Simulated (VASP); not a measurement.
Data:

```xyz
6
Lattice="4.1756 0.0000 0.0000 0.0000 4.1756 0.0000 0.0000 0.0000 4.1756" Properties=species:S:1:pos:R:3 pbc="T T T"
Cu     3.1317     1.0439     3.1317
Cu     1.0439     3.1317     3.1317
Cu     3.1317     3.1317     1.0439
Cu     1.0439     1.0439     1.0439
O      0.0000     0.0000     0.0000
O      2.0878     2.0878     2.0878
```

The numbers are results of LDA (Ceperley-Alder, Perdew-Zunger), VASP's LDA PAW potentials (set 64) (plane waves; VASP), not measurements. Run with 620 eV cut-off, 5×5×5 Γ-centred mesh, Gaussian smearing of 0.050 eV, potentials Cu O.

Energy and stress use the plane-wave basis of the starting cell.

**Question.** The ions, cell shape and volume at an external pressure of 5.0 GPa are relaxed. Which structure does the run end with?

**Answer.** 
```xyz
6
Lattice="4.1344 0.0000 0.0000 0.0000 4.1344 0.0000 0.0000 0.0000 4.1344" Properties=species:S:1:pos:R:3 pbc="T T T"
Cu     3.1008     1.0336     3.1008
Cu     1.0336     3.1008     3.1008
Cu     3.1008     3.1008     1.0336
Cu     1.0336     1.0336     1.0336
O      0.0000     0.0000     0.0000
O      2.0672     2.0672     2.0672
```
Space group Pn-3m (224), at a tolerance of 0.03 Å.

**Question.** How do energy and volume change from the first to the last step?

**Answer.** The energy (σ→0) changes by +5.6 meV/atom and the volume by -2.9 %, in 3 ionic steps.

```csv
step,E(σ→0) (eV),max force (eV/Å),pressure (GPa),volume (Å³)
1,-32.5992,0.000,0.17,72.80
2,-32.4933,0.000,9.05,69.02
3,-32.5656,0.000,4.94,70.67
```

The compound is Cu2O in the cuprite structure. This run relaxes it under an external pressure of 5 GPa. Symmetry was kept, so distortions that lower it aren't found.
